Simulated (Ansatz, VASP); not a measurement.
# Cross-check of SbP between VASP and Ansatz

Aim: how closely do two programs agree when they are given the same cell, functional and k mesh? The cell is generated by rule, not measured, and may not be a known phase. The cell is taken from a series of runs on this material, whose earlier steps may have relaxed, scaled, displaced or heated it; both programs get it as it stands.

Method: plane waves, with VASP 6.6.1 beside it; relaxation of cell and atoms at PBEsol, in Ansatz 0.2.0.

**1. The structure**

Symmetry: Fm-3m, No. 225, cubic system. The conventional cell has a = 5.557 Å, b = 5.557 Å, c = 5.557 Å, α = 90.00°, β = 90.00°, γ = 90.00°. Nearest to Sb lie 6 P at 2.78 Å. Nearest to P lie 6 Sb at 2.78 Å. Farther neighbours are not listed.

**2. Ansatz: relaxation of cell and atoms, PBEsol, pair 1**

Ansatz runs on norm-conserving files, of PseudoDojo where its log says so.

The relaxed volume is the usual yardstick between codes: in a stiff, nearly cubic crystal its relative difference is about their pressure difference at one cell divided by the bulk modulus.

The input, input.yaml:

```yaml
crystal:
  lattice:
    - [0.0, 2.7783583927, 2.7783583927]
    - [2.7783583927, 0.0, 2.7783583927]
    - [2.7783583927, 2.7783583927, 0.0]
  atoms:
    - { symbol: Sb, position: [0.0, 0.0, 0.0] }
    - { symbol: P, position: [0.5, 0.5, 0.5] }
kpoints:
  mp_grid: { grid: [12, 12, 12] }
hamiltonian:
  xc: pbesol
  pseudopotentials: { kind: nc }
scf:
  occupations: { method: methfessel_paxton, width: 0.15 }
output:
  forces: true
  stress: true
  eigenvalues: true
relax:
  adjacent_minimum: "off"
  f_tol: 0.001
  max_steps: 60
  cell: { stress_tol: 0.01 }
```

On the command line:

```sh
$ ansatz run input.yaml --threads 4 --pin off --max-ram 7168MiB --backend cpu --events-out ev --progress --plain --runs-dir out
```

Numbers of over 12 decimals in the logs are rounded to 6 here.

What it wrote:

```text
Engine: ansatz 0.2.0, aarch64-unknown-linux-gnu
Pseudopotentials: kind: nc
Pseudopotential: Sb, nc, valence charge 15, recommended cutoff 1088.45545 eV (normal), Sb.nc.azcp (PseudoDojo's, or run here from an input of PseudoDojo's: the run reads no file of this project's for it)
Pseudopotential: P, nc, valence charge 5, recommended cutoff 598.650497 eV (normal), P.nc.azcp (PseudoDojo's, or run here from an input of PseudoDojo's: the run reads no file of this project's for it)
Functional definition: PBEsol
  exchange = pbesol_x
  correlation = pbesol_c
Crystal: 2 atoms, lattice volume = 42.894 Å³
Basis set: ecut = 1088.45545 eV, 3479 PW (Γ), exchange–correlation on 90×90×90 points (8 copies of the dense FFT grid, shifted against one another)
Bands: 14, of which v1, the nominal top of the filled ones, is band 10 counted from 1 (9 counted from 0)
Symmetry: 48 space group operations
Space group: Fm-3m (ITA 225), of the structure as read, at distance tolerance 3.5e-5 Å
k-points: 72 of 1728
Non-local potential: Sb, projectors of the file, l = 0: 2, l = 1: 2, l = 2: 2, l = 3: 2
Non-local potential: P, projectors of the file, l = 0: 2, l = 1: 2, l = 2: 2
Initial density: superposition of atomic densities (chi_scale 0.1, normalization cell, long waves kept (reshape's long-wave potential 0.00 eV rms))
Initial wavefunctions: pseudopotential atomic-orbital guess
Functional: x = pbesol(κ = 0.804, μ = 0.123457), c = pbesol(β = 0.046)
SCF iter   1: F=—  HF=-2658.062729 eV  |F-HF|=—  |Δ(HF+E_count)|=         —  Δρ=2.55e-2  dr2=4.55e-1  ethr=3.10e-3  ⟨swp⟩=6.3  Hψ=6157  notcnv=0
preconditioner: auto → Kerker (q_TF=auto, 2.403 Å⁻¹)  [metal: Δε(μ)=0.011 eV  Ē_g=9.716 eV  σ=0.150 eV  W_gap=0.06  n_scr=14 (ndim 8)  ℏωp=17.9 eV  f_vac=0.000  D(μ)=0.80/eV (n_scr^D=0)]
SCF iter   2: F=—  HF=-2657.973756 eV  |F-HF|=—  |Δ(HF+E_count)|=   8.90e-2  S|Δr|=    0.00e0  Δρ=1.43e-2  dr2=1.22e-1  ethr=2.28e-3  ⟨swp⟩=1.1  Hψ=1593  notcnv=0
SCF iter   3: F=—  HF=-2657.947363 eV  |F-HF|=—  |Δ(HF+E_count)|=   2.64e-2  S|Δr|=    0.00e0  Δρ=2.75e-3  dr2=2.57e-3  ethr=6.09e-4  ⟨swp⟩=2.2  Hψ=1397  notcnv=0
SCF iter   4: F=—  HF=-2657.947993 eV  |F-HF|=—  |Δ(HF+E_count)|=   6.31e-4  S|Δr|=    0.00e0  Δρ=4.50e-4  dr2=1.09e-4  ethr=1.28e-5  ⟨swp⟩=2.2  Hψ=1419  notcnv=0
SCF iter   5: F=—  HF=-2657.948017 eV  |F-HF|=—  |Δ(HF+E_count)|=   2.40e-5  S|Δr|=    0.00e0  Δρ=1.40e-4  dr2=5.80e-6  ethr=5.45e-7  ⟨swp⟩=2.5  Hψ=1512  notcnv=0
SCF iter   6: F=—  HF=-2657.948043 eV  |F-HF|=—  |Δ(HF+E_count)|=   2.52e-5  S|Δr|=    0.00e0  Δρ=2.39e-5  dr2=2.34e-7  ethr=2.90e-8  ⟨swp⟩=2.6  Hψ=1428  notcnv=0
SCF iter   7: F=-2657.948043 eV  HF=-2657.948043 eV  |F-HF|=1.66e-10  |Δ(HF+E_count)|=   3.62e-8  S|Δr|=    0.00e0  Δρ=2.82e-6  dr2=2.00e-9  ethr=5.00e-10  ⟨swp⟩=6.7  Hψ=5124  notcnv=0
SCF 1 converged in 7 iterations: F = -2657.948043 eV  dr2 = 2.00e-9
relax step   1: F+E_penalty+E_count = -2657.94804255 eV  Δ(F+E_penalty+E_count) = +0.000e0 eV  max|allowed force component| = 1.118e-29 eV/Å  Δτ_max = 0.0000 Å  P = +0.013 GPa  Ω = 42.894 Å³  (7 SCF iters, dr2 threshold 1.00e-7 eV, accepted)
[...]
relax step   2: F+E_penalty+E_count = -2657.94803627 eV  Δ(F+E_penalty+E_count) = +6.279e-6 eV  max|allowed force component| = 2.038e-30 eV/Å  Δτ_max = 0.0000 Å  P = -0.013 GPa  Ω = 42.907 Å³  energy of the carried Pulay correction = -6.261e-6 eV  (4 SCF iters, dr2 threshold 4.13e-10 eV, rejected (line search))
[...]
relax step   3: F+E_penalty+E_count = -2657.94803973 eV  Δ(F+E_penalty+E_count) = +2.818e-6 eV  max|allowed force component| = 2.104e-30 eV/Å  Δτ_max = 0.0000 Å  P = +0.000 GPa  Ω = 42.900 Å³  energy of the carried Pulay correction = -3.073e-6 eV  (5 SCF iters, accepted)
[...]
relax step   4: F+E_penalty+E_count = -2657.94804030 eV  Δ(F+E_penalty+E_count) = -5.676e-7 eV  max|allowed force component| = 1.446e-30 eV/Å  Δτ_max = 0.0000 Å  P = +0.000 GPa  Ω = 42.900 Å³  stress off target by 2.09e-4 GPa  SCF on the basis re-selected at this cell (its energy is not comparable with the rows above)  (4 SCF iters)
basis re-selected at this cell: Δ(F+E_penalty+E_count) = -5.676e-7 eV, ΔP = +0.000 GPa vs the last step (what re-selecting the basis moved, of the pressure what is left beyond the Pulay correction that the steps carried, after the strain that the cell walked since its last selection, with what the two solves' SCF thresholds leave and, on support functions, any second-order correction that the steps lacked; it is no m [...]
SCF converged after 4 iterations
Stability not checked: this state was not tested for a lower state beside it, because cold or Methfessel-Paxton smearing, or corrected tetrahedra, fill the levels in a way that the test cannot read (fill_not_monotonic; see scf.lower_state_search)
Free energy (F): -2657.948040 eV
Harris-Foulkes:  -2657.948040 eV  (|F-HF|=9.09e-13)
Internal energy: -2657.946649 eV  (E = F + TS)
E sigma→0 (E₀):  -2657.947693 eV
Entropy (-TS):   -0.001391 eV (-0.695 meV/atom)
Fermi energy:    11.087877 eV
Step filling:    the computed levels leave a gap of 0.0062 eV = 0.0 smearing widths at the electron count; against every level under it full and every level over it empty, smearing changes F+E_penalty+E_count by -1.045 meV and its σ→0 estimate by -0.697 meV
--- Per-component energies (eV) ---
  E_band       = -130.456786
  E_kinetic    = 1519.757939
  E_local      = -1141.704225  (includes V_loc(G=0)·N_el)
  E_nonlocal   = -1273.527571
  E_hartree    = 601.624107
  E_xc         = -667.237417
  E_vxc        = -438.231147  (∫ρ·V_xc dr)
  E_ewald      = -1696.859483
  E_smearing   = -0.001391  (= −TS)
  E_closure    = -0.000000  (closes the sum)
  Σ components = -2657.948040   (vs F -2657.948040, Δ=0.00e0)
--- Forces (eV/Å), atoms counted from 1 ---
  atom   1  Sb     0.00000000     0.00000000     0.00000000
  atom   2  P      0.00000000     0.00000000     0.00000000
  max |Σ_I F_I| component: 5.52e-30 eV/Å
--- Stress (GPa, compression-positive) ---
        0.000209       0.000000      -0.000000
       -0.000000       0.000209      -0.000000
       -0.000000       0.000000       0.000209
  P = ⅓ Tr σ = 0.0002 GPa (0.002 kbar)
--- Band table (eV; the first three rows and the last of 72) ---
  k-point 0: bands = [... 6 lower, 7.3795, 9.0451, 9.0451, 9.0451, 15.2338, 15.2338, 15.2338, 16.0238]
  k-point 1: bands = [... 6 lower, 6.6559, 9.0530, 9.0530, 9.5704, 14.6574, 14.6574, 14.8000, 16.1115]
  k-point 2: bands = [... 6 lower, 5.3744, 9.0882, 9.0882, 10.2574, 13.6267, 13.6267, 14.0505, 16.3169]
  k-point 71: bands = [... 6 lower, 1.6701, 5.1535, 5.1535, 10.9649, 11.7841, 16.1772, 16.1772, 18.5907]
--- Relaxed structure (3 steps of the walk, 2 accepted, 1 SCFs on fresh bases) ---
  F+E_penalty+E_count = -2657.94804030 eV   max|allowed force component| = 1.446e-30 eV/Å   (the final SCF, on the basis selected at the relaxed cell)
  cell:  # Å, volume = 42.9002 Å³
    - [0, 2.778495, 2.778495]
    - [2.778495, 0, 2.778495]
    - [2.778495, 2.778495, 0.0]
  atoms:
    - { symbol: Sb, position: [0, 0, 0] }
    - { symbol: P, position: [0.5, 0.5, 0.5] }
```

In the SCF lines HF is the Harris–Foulkes energy and dr2 the Hartree energy of the density residual, in eV; the loop may stop once dr2 is under the threshold and the program's other checks hold. Hψ counts applications of the Hamiltonian.

**3. VASP: relaxation of cell and atoms, PBEsol, pair 1**

The same cell, functional, mesh and smearing now go to VASP, with its own data sets.

Lines of VASP's logs that name or quote its potential files are left out, and so is its time.

The input, INCAR:

```
SYSTEM = SbP
PREC = Accurate
ENCUT = 500
EDIFF = 1E-07
NELM = 120
ISMEAR = 1
SIGMA = 0.15
LREAL = .FALSE.
ALGO = Normal
GGA = PS
NBANDS = 11
LORBIT = 11
LWAVE = .FALSE.
LCHARG = .FALSE.
ISIF = 3
IBRION = 2
NSW = 80
EDIFFG = -0.005
LASPH = .TRUE.
GGA_COMPAT = .FALSE.
NELMIN = 4
KPAR = 2
```

The input, POSCAR:

```
SbP
1.0
    0.0000000000      2.7783580000      2.7783580000
    2.7783580000      0.0000000000      2.7783580000
    2.7783580000      2.7783580000      0.0000000000
Sb P
1 1
Direct
    0.0000000000      0.0000000000      0.0000000000
    0.5000000000      0.5000000000      0.5000000000
```

The input, KPOINTS:

```
Automatic mesh
0
Gamma
12 12 12
0 0 0
```

Potentials, in the order of the species: Sb and P (PBE family, release 64).

On the command line:

```sh
$ mpirun -np 2 vasp_std
```

What it wrote:

```text
[banner, memory and clock lines left out]
running    2 mpi-ranks, on    1 nodes
 distrk:  each k-point on    1 cores,    2 groups
 distr:  one band on    1 cores,    1 groups

 POSCAR found type information on POSCAR SbP
 POSCAR found :  2 types and       2 ions
|                                                                             |
|               ----> ADVICE to this user running VASP <----                  |
|                                                                             |
|     You enforced a specific xc type in the INCAR file but a different       |
|     [... a line on the potential file left out ...]
|     I HOPE YOU KNOW WHAT YOU ARE DOING!                                     |
|                                                                             |

 LDA part: xc-table for (Slater+PW92), standard interpolation
 POSCAR, INCAR and KPOINTS ok, starting setup
 FFT: planning ... GRIDC
 FFT: planning ... GRID_SOFT
 FFT: planning ... GRID
 WAVECAR not read
 entering main loop
       N       E                     dE             d eps       ncg     rms          rms(c)
DAV:   1     0.255617902793E+02    0.25562E+02   -0.37035E+03  1584   0.693E+02
DAV:   2    -0.883492320812E+01   -0.34397E+02   -0.33052E+02  2164   0.114E+02
DAV:   3    -0.103018477764E+02   -0.14669E+01   -0.14581E+01  1936   0.245E+01
DAV:   4    -0.103140695023E+02   -0.12222E-01   -0.12217E-01  1880   0.260E+00
DAV:   5    -0.103141856081E+02   -0.11611E-03   -0.11610E-03  1948   0.261E-01    0.420E+00
DAV:   6    -0.101719158674E+02    0.14227E+00   -0.52116E-01  1752   0.272E+00    0.255E+00
DAV:   7    -0.101686206867E+02    0.32952E-02   -0.55741E-02  1902   0.118E+00    0.109E+00
DAV:   8    -0.101670821321E+02    0.15386E-02   -0.54717E-03  1740   0.365E-01    0.159E-01
DAV:   9    -0.101669366657E+02    0.14547E-03   -0.10050E-03  1792   0.155E-01    0.572E-02
DAV:  10    -0.101669439710E+02   -0.73054E-05   -0.52296E-05  1875   0.502E-02    0.212E-02
DAV:  11    -0.101669449879E+02   -0.10169E-05   -0.96562E-06  1827   0.167E-02    0.550E-03
DAV:  12    -0.101669448135E+02    0.17441E-06   -0.55734E-07  1816   0.463E-03    0.240E-03
DAV:  13    -0.101669448333E+02   -0.19815E-07   -0.48061E-08  1044   0.108E-03
   1 F= -.10166945E+02 E0= -.10166479E+02  d E =-.101669E+02
 curvature:   0.00 expect dE= 0.000E+00 dE for cont linesearch  0.000E+00
 trial: gam= 0.00000 g(F)=  0.190E-61 g(S)=  0.151E-03 ort = 0.000E+00 (trialstep = 0.100E+01)
 search vector abs. value=  0.151E-03
 bond charge predicted
       N       E                     dE             d eps       ncg     rms          rms(c)
DAV:   1    -0.101671168304E+02   -0.17202E-03   -0.43390E-03  1617   0.328E-01    0.696E-02
DAV:   2    -0.101670099972E+02    0.10683E-03   -0.19695E-04  1760   0.719E-02    0.366E-02
DAV:   3    -0.101669713577E+02    0.38640E-04   -0.46676E-05  1659   0.362E-02    0.890E-03
DAV:   4    -0.101669664498E+02    0.49079E-05   -0.59130E-06  1728   0.123E-02    0.620E-03
DAV:   5    -0.101669659717E+02    0.47802E-06   -0.25183E-07  1637   0.316E-03    0.320E-03
DAV:   6    -0.101669658273E+02    0.14445E-06   -0.18436E-08   894   0.906E-04    0.653E-04
DAV:   7    -0.101669658659E+02   -0.38594E-07   -0.23589E-09   852   0.357E-04
   2 F= -.10166966E+02 E0= -.10166492E+02  d E =-.210325E-04
 trial-energy change:   -0.000021  1 .order   -0.000024   -0.000151    0.000103
 step:   0.5770(harm=  0.5950)  dis= 0.00000  next Energy=   -10.166988 (dE=-0.431E-04)
 bond charge predicted
       N       E                     dE             d eps       ncg     rms          rms(c)
DAV:   1    -0.101670131045E+02   -0.47277E-04   -0.77718E-04  1605   0.139E-01    0.295E-02
DAV:   2    -0.101669944387E+02    0.18666E-04   -0.34894E-05  1754   0.303E-02    0.155E-02
DAV:   3    -0.101669882765E+02    0.61623E-05   -0.84032E-06  1653   0.154E-02    0.376E-03
DAV:   4    -0.101669878884E+02    0.38809E-06   -0.10362E-06  1716   0.518E-03    0.264E-03
DAV:   5    -0.101669879791E+02   -0.90718E-07   -0.41631E-08   894   0.133E-03
   3 F= -.10166988E+02 E0= -.10166518E+02  d E =-.431457E-04
 curvature:  -0.30 expect dE=-0.333E-07 dE for cont linesearch -0.333E-07
 trial: gam=-0.02648 g(F)=  0.801E-62 g(S)=  0.112E-06 ort = 0.412E-05 (trialstep = 0.915E+00)
 search vector abs. value=  0.183E-09
 reached required accuracy - stopping structural energy minimisation
```

Parts of OUTCAR (step 3):

```text
ion  position               nearest neighbor table
   1  0.000  0.000  0.000-   2 2.78   2 2.78   2 2.78   2 2.78   2 2.78   2 2.78
   2  0.500  0.500  0.500-   1 2.78   1 2.78   1 2.78   1 2.78   1 2.78   1 2.78

  LATTYP: Found a face centered cubic cell.
 ALAT       =     5.5567160000

 Subroutine GETGRP returns: Found 48 space group operations
 (whereof 48 operations were pure point group operations)

The static configuration has the point symmetry O_h .

 Found     72 irreducible k-points:

   k-points           NKPTS =     72   k-points in BZ     NKDIM =     72   number of bands    NBANDS=     11

   dimension x,y,z NGX =    30 NGY =   30 NGZ =   30
   dimension x,y,z NGXF=    60 NGYF=   60 NGZF=   60

   ENCUT  =  500.0 eV  36.75 Ry    6.06 a.u.   7.16  7.16  7.16*2*pi/ulx,y,z

   NELECT =      10.0000    total number of electrons

 k-points in reciprocal lattice and weights: Automatic mesh
   0.00000000  0.00000000  0.00000000       0.001
   0.08333333  0.00000000  0.00000000       0.005
   0.16666667  0.00000000  0.00000000       0.005
   0.25000000  0.00000000  0.00000000       0.005
   0.33333333  0.00000000  0.00000000       0.005
   0.41666667  0.00000000  0.00000000       0.005
   0.50000000  0.00000000  0.00000000       0.002
   0.08333333  0.08333333  0.00000000       0.003
   0.16666667  0.08333333  0.00000000       0.014
[...]
-0.33333333  0.50000000  0.16666667       0.007
  -0.25000000  0.50000000  0.25000000       0.003

 average (electrostatic) potential at core
       1 -84.6218       2 -80.4973

 E-fermi :   8.3352

 k-point     1 :       0.0000    0.0000    0.0000
  band No.  band energies     occupation
      1      -5.8469      2.00000
      2       4.6347      2.00000
      3       6.2894      2.00000
      4       6.2894      2.00000
      5       6.2894      2.00000
      6      12.4800      0.00000
      7      12.4800      0.00000
      8      12.4800      0.00000
      9      13.2381      0.00000
     10      13.2381      0.00000
    ...

 k-point     2 :       0.0833    0.0000    0.0000
  band No.  band energies     occupation
      1      -5.7529      2.00000
      2       3.9088      2.00000
      3       6.2972      2.00000
      4       6.2972      2.00000
      5       6.8170      2.00000
      6      11.9020      0.00000
      7      11.9020      0.00000
      8      12.0459      0.00000
      9      13.3283      0.00000
     10      13.4406      0.00000
    ...

 k-point     3 :       0.1667    0.0000    0.0000
  band No.  band energies     occupation
      1      -5.4717      2.00000
      2       2.6261      2.00000
      3       6.3320      2.00000
      4       6.3320      2.00000
      5       7.5053      2.00000
      6      10.8725     -0.00000
      7      10.8725     -0.00000
      8      11.2972     -0.00000
      9      13.5343      0.00000
     10      13.9651      0.00000
    ...

  Total        0.0012449      0.0012449      0.0012449      0.0000000     -0.0000000      0.0000000
  in kB        0.0464120      0.0464120      0.0464120      0.0000000     -0.0000000      0.0000000
  external PRESSURE =       0.0464120 kB  Pullay stress =       0.0000000 kB

  energy-cutoff  :      500.00
  volume of cell :       42.98
      direct lattice vectors                 reciprocal lattice vectors
     0.000000000  2.780126250  2.780126250    -0.179847948  0.179847948  0.179847948
     2.780126250 -0.000000000  2.780126250     0.179847948 -0.179847948  0.179847948
     2.780126250  2.780126250  0.000000000     0.179847948  0.179847948 -0.179847948

 POSITION                                       TOTAL-FORCE (eV/Angst)
 -----------------------------------------------------------------------------------
      0.00000      0.00000      0.00000         0.000000      0.000000     -0.000000
      2.78013      2.78013      2.78013        -0.000000      0.000000      0.000000
 -----------------------------------------------------------------------------------
    total drift:                               -0.000000     -0.000000      0.000000

  FREE ENERGIE OF THE ION-ELECTRON SYSTEM (eV)
  ---------------------------------------------------
  free  energy   TOTEN  =       -10.1669879791 eV

  energy  without entropy=      -10.1655766425  energy(sigma->0) =      -10.16651753

 reached required accuracy - stopping structural energy minimisation

 total charge
# of ion       s       p       d       tot
------------------------------------------
    1        1.235   1.050   0.066   2.351
    2        1.086   1.337   0.000   2.423
--------------------------------------------------
tot          2.321   2.387   0.066   4.774

[... 3 further parts left out ...]
```

CONTCAR:

```
SbP
   1.00000000000000
     0.0000000000000000    2.7801262504408477    2.7801262504408477
     2.7801262504408477   -0.0000000000000000    2.7801262504408477
     2.7801262504408477    2.7801262504408477    0.0000000000000000
  Sb              P
     1     1
Direct
     0.0000000000000000    0.0000000000000000    0.0000000000000000
     0.5000000000000000    0.5000000000000000    0.5000000000000000
```

**4. Comparison**

Known differences besides the potentials themselves: the data sets hold 20 valence electrons in Ansatz (on norm-conserving files, of PseudoDojo where its log says so) and 10 in VASP; the cutoff is 1088.46 eV in Ansatz and 500 eV in VASP; Ansatz adds a Pulay correction to the stress that steers its cell, VASP none. Total energies have different zeros and are not compared.

The two programs side by side:

```csv
quantity,Ansatz,VASP,difference
volume (Å³),42.90,42.98,-0.18 %
"edge a after relaxation, in the typed setting (Å)",3.929,3.932,-0.06 %
```

(Part 1 of 2 ends here.)

[Lines on the potential files, build, host, timing and source positions are cut from VASP's logs without a mark.]

[Logs are printed without paths, hosts, clocks, repeated set-up lines and the standing remarks that a program may print on its own settings, such as how far it seeks lower states.]

[Hosts, paths, dates, database ids (printed as entryN), source tags and the programs' standing remarks are cut or masked in the printed files.]
